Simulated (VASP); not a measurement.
Here is the system:

```
Rb
1.0
   -1.72868     1.72868     1.72868
    1.72868    -1.72868     1.72868
    1.72868     1.72868    -1.72868
Rb
1
Direct
  0.00000   0.00000   0.00000
```

All values below come from LDA (Ceperley-Alder, Perdew-Zunger), VASP's LDA PAW potentials (set 64) (plane waves; VASP 6.6.1). Settings: 500 eV cut-off, 15×15×15 Γ-centred mesh, first-order Methfessel-Paxton smearing of 0.10 eV, potentials Rb_sv.

Energy and stress use the plane-wave basis of the starting cell.

The ions, cell shape and volume at an external pressure of 45.0 GPa are relaxed. Predict the relaxed structure.

```
Rb
1.0
   -1.65528     1.65528     1.65528
    1.65528    -1.65528     1.65528
    1.65528     1.65528    -1.65528
Rb
1
Direct
  0.00000   0.00000   0.00000
```
Space group Im-3m (229), at a tolerance of 0.03 Å.

How do energy and volume change from the first to the last step?

The energy (σ→0) changes by +580.6 meV/atom and the volume by -12.2 %, in 4 ionic steps.

The compound is Rb in the bcc structure. This run relaxes it under an external pressure of 45 GPa. Symmetry was kept, so distortions that lower it aren't found.
